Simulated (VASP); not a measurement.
Method: LDA (Ceperley-Alder, Perdew-Zunger), VASP's LDA PAW potentials (set 64) (plane waves; VASP 6.6.1).

VASP input:

### INCAR
```
# general
SYSTEM  = PtAl2
PREC    = Accurate
ENCUT   = 500
LREAL   = .FALSE.
LASPH   = .TRUE.

# electronic loop
EDIFF   = 1E-6
NELM    = 100
ALGO    = Normal
LMAXMIX = 6

# smearing
ISMEAR  = 1
SIGMA   = 0.1

# ions
IBRION  = 2
NSW     = 40
ISIF    = 3
EDIFFG  = -0.02
PSTRESS = 100

# output
LWAVE   = .FALSE.
LCHARG  = .FALSE.
```

File POSCAR:
```
PtAl2
1.0
  0.0000000000   2.8981018936   2.8981018936
  2.8981018936   0.0000000000   2.8981018936
  2.8981018936   2.8981018936   0.0000000000
Al Pt
2 1
Cartesian
  1.4490509468   1.4490509468   1.4490509468
  4.3471528404   4.3471528404   4.3471528404
  0.0000000000   0.0000000000   0.0000000000
```

**KPOINTS**
```
Automatic mesh
0
Gamma
9 9 9
0 0 0
```

POTCAR, in this order: Al Pt (LDA.64 set). Program: vasp_std.

Q: What will the output report for the number of irreducible k-points (NKPTS), largest plane-wave count, number of space-group operations, FFT grid (NGX, NGY, NGZ)?

A: 
```
Item                                           Value
--------------------------------------  ------------
number of irreducible k-points (NKPTS)            35
largest plane-wave count                        1261
number of space-group operations                  48
FFT grid (NGX, NGY, NGZ)                30 × 30 × 30
```

The compound is PtAl2 in the fluorite structure. This run relaxes it under an external pressure of 10 GPa. Symmetry was kept, so distortions that lower it aren't found.
